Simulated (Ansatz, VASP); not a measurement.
## B3RuN4 (a cell with a defect): VASP beside Ansatz

INCAR

```
PREC = Accurate
ENCUT = 520
EDIFF = 1E-6
ISMEAR = -1
SIGMA = 0.01
LREAL = False
LASPH = True
NELM = 150
ALGO = Normal
ISIF = 2
LWAVE = False
LCHARG = False
LMAXMIX = 4
LDAU = True
LDAUTYPE = 2
LDAUL = -1 -1 2
LDAUU = 0 0 2.3
LDAUJ = 0 0 0
LDAUPRINT = 1
GGA = PS
NBANDS = 32
```

The input KPOINTS:

```
Automatic mesh
0
Gamma
  3 3 3
```

Contents of POSCAR:

```
B3RuN4
1.0
    3.6150000000      0.0000000000      0.0000000000
    0.0000000000      3.6150000000      0.0000000000
    0.0000000000      0.0000000000      3.6150000000
B N Ru
3 4 1
Direct
    0.9831546800      0.9982477600      0.9954913800
    0.0307476700      0.4974867000      0.5045149700
    0.4940340300      0.9770954900      0.4914858200
    0.2467185100      0.2318996400      0.2472893300
    0.2440720000      0.7555566200      0.7579044000
    0.7670259000      0.2544217400      0.7535383200
    0.7541309200      0.7527021600      0.2447491600
    0.5111825600      0.5067323100      0.9977617200
```

Input for Ansatz:

```yaml
crystal:
  lattice:
    - [3.615, 0.0, 0.0]
    - [0.0, 3.615, 0.0]
    - [0.0, 0.0, 3.615]
  atoms:
    - { symbol: B, position: [0.98315468, 0.99824776, 0.99549138] }
    - { symbol: "N", position: [0.24671851, 0.23189964, 0.24728933] }
    - { symbol: B, position: [0.03074767, 0.4974867, 0.50451497] }
    - { symbol: "N", position: [0.244072, 0.75555662, 0.7579044] }
    - { symbol: B, position: [0.49403403, 0.97709549, 0.49148582] }
    - { symbol: "N", position: [0.7670259, 0.25442174, 0.75353832] }
    - { symbol: Ru, position: [0.51118256, 0.50673231, 0.99776172] }
    - { symbol: "N", position: [0.75413092, 0.75270216, 0.24474916] }
hamiltonian:
  xc: pbesol
  pseudopotentials: { kind: paw }
  hubbard: { sites: [{ species: Ru, l: d, u_eff: 2.3 }] }
basis:
  ecutwfc: 420
kpoints:
  mp_grid: { grid: [3, 3, 3] }
scf:
  occupations: { method: fermi_dirac, width: 0.01 }
  lower_state_search: "off"
output:
  forces: true
  stress: true
  write_density: true
  write_potential: true
  elf: true
  volumetric_format: npy
```

Alike in both runs: task single point; functional PBEsol; k mesh 3 × 3 × 3; occupations fermi-dirac, width 0.01 eV; no spin polarisation; Hubbard terms Ru d U = 2.3 eV.

```csv
,VASP,Ansatz
version,VASP 6.6.1,Ansatz 0.2.0
potentials or method,"VASP PAW PBE potentials, release 64 (B, N, Ru_pv)","PAW, plane waves, scalar-relativistic"
plane-wave cutoff (eV),520,420
valence electrons in the cell,43,45
```

```tsv
	VASP	Ansatz	Ansatz less VASP
rms of the force components (eV/Å)	7.624	7.912	+0.2879
```

The programs project onto different local orbitals, so the same U acts differently. The two sets of potentials don't hold the same shells in valence. Ansatz warned: «filled_band_counts_differ_across_k_points».

Caveats: the k mesh is coarse (spacing up to 0.58 Å⁻¹), so the values aren't converged; the PAW data sets were made with another functional, which shifts forces and pressure a little (VASP); U without spin polarisation on a metal has little footing.
